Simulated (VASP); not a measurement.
Data:

```
CELL_PARAMETERS angstrom
      1.45500    -2.52013     0.00000
      1.45500     2.52013     0.00000
      0.00000     0.00000     2.84000
ATOMIC_POSITIONS crystal
  W  0.00000 0.00000 0.00000
  C  0.33333 0.66667 0.50000
```

Method: PBE GGA, VASP's PBE PAW potentials (set 64) (plane waves; VASP). Numerical set-up: 520 eV cut-off, 13×13×12 Γ-centred mesh, tetrahedra with Blöchl corrections, potentials W_sv C.

For a metal the tetrahedron method with Blöchl corrections gives inexact stress and forces. Unless said otherwise, spin-orbit coupling is left out, though it shifts the bands of the heavy elements here.

Task: Predict the energy per atom (σ→0), pressure, band gap (on the k-mesh) with the smallest direct gap where there is one.

Result: 
The band gap (on the k-mesh) is none (metal, semimetal or under 0.01 eV) and the energy per atom (σ→0) is -11.223 eV/atom. The pressure is 5.30 GPa.

The absolute energy has meaning only against runs of the same code, potentials and settings.

The compound is WC in the wc structure. The cell was not relaxed at this level. The run is one of a series of settings (ISMEAR = -5, SIGMA removed against the base run), some of them coarse on purpose.
